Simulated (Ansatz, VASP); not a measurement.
# One calculation of SrCd, two programs

```
CELL_PARAMETERS angstrom
3.94890 0.00000 0.00000
0.00000 3.94890 0.00000
0.00000 0.00000 3.94890
ATOMIC_POSITIONS crystal
Sr 0.50000 0.50000 0.50000
Cd 0.00000 0.00000 0.00000
```

Change from the starting cell: volume scaled by 0.96, crystal datasets.

Alike in both runs: task electric field gradients; functional LDA; k mesh 10 × 10 × 10; occupations fermi-dirac, width 0.08 eV; no spin polarisation.

|  | VASP | Ansatz |
| --- | --- | --- |
| version | VASP 6.6.1 | Ansatz 0.2.0 |
| potentials or method | VASP PAW LDA potentials, release 64 (Sr_sv, Cd), cutoff 520 eV | all-electron PAW with datasets made for the crystal, scalar-relativistic |

Ansatz gave:

| Property | Result |
| --- | --- |
| pressure (GPa) | -1.0 |
| Vzz of the field gradient on the site that differs most (V/Å²) | 0.0 |

Question: What did VASP give for the same quantities?

Answer: Pressure (GPa): -0.9; Vzz of the field gradient on the site that differs most (V/Å²): 0.0.

Ansatz ran all-electron here, so the differences hold the error of VASP's frozen core and of both bases. Ansatz warned: «gradients_without_spin_orbit».
